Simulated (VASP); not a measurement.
An input for Ansatz (written as the equivalent of a VASP run, and not itself run):

Ansatz 0.2 input:
```yaml
crystal:
  lattice:
    - [3.8490050, -4.6687800, 0.0000000]
    - [3.8490050, 4.6687800, 0.0000000]
    - [-2.3675570, 0.0000000, 4.1200200]
  atoms:
    - { symbol: O, position: [0.9980500, 0.2866100, 0.6049400] }
    - { symbol: O, position: [0.0019500, 0.7133900, 0.3950600] }
    - { symbol: O, position: [0.7133900, 0.0019500, 0.8950600] }
    - { symbol: O, position: [0.2866100, 0.9980500, 0.1049400] }
    - { symbol: O, position: [0.1791600, 0.4040000, 0.8617000] }
    - { symbol: O, position: [0.8208400, 0.5960000, 0.1383000] }
    - { symbol: O, position: [0.5960000, 0.8208400, 0.6383000] }
    - { symbol: O, position: [0.4040000, 0.1791600, 0.3617000] }
kpoints:
  mp_grid: { grid: [4, 4, 6] }
hamiltonian:
  xc: pbesol
  pseudopotentials: { kind: paw }
scf:
  occupations: { method: gaussian, width: 0.136 }
  max_iter: 100
output: { forces: true, stress: true, eigenvalues: true }
```

Translate this input to VASP (INCAR, KPOINTS, POSCAR, choice of POTCAR).

This is not unique; one that fits is 
### INCAR
```
ALGO = Normal
EDIFF = 1E-6
ENCUT = 400
GGA = PS
ISIF = 2
ISMEAR = 0
LASPH = T
LCHARG = F
LREAL = F
LWAVE = F
NELM = 100
PREC = Accurate
SIGMA = 0.136
SYSTEM = O2
```

KPOINTS:
```
Automatic mesh
0
Gamma
4 4 6
0 0 0
```

### POSCAR
```
O2
9.337560
  0.4122067221  -0.5000000000   0.0000000000
  0.4122067221   0.5000000000   0.0000000000
 -0.2535519986   0.0000000000   0.4412308997
O
8
direct
  0.9980500000   0.2866100000   0.6049400000
  0.0019500000   0.7133900000   0.3950600000
  0.7133900000   0.0019500000   0.8950600000
  0.2866100000   0.9980500000   0.1049400000
  0.1791600000   0.4040000000   0.8617000000
  0.8208400000   0.5960000000   0.1383000000
  0.5960000000   0.8208400000   0.6383000000
  0.4040000000   0.1791600000   0.3617000000
```

POTCAR, in this order: O (PBE.64 set). Program: vasp_std.

The two are equivalent in intent, not identical: each code has its own PAW files, so the cut-off isn't converted (ENCUT is set for VASP's; basis.ecutwfc is left out, and Ansatz then takes the one that its files recommend); Ansatz stops its SCF on the density residual and VASP on the energy change (EDIFF).

The structure comes from a computed database's O2 entry; how it stands against other phases isn't given here. The cell was not relaxed at this level.
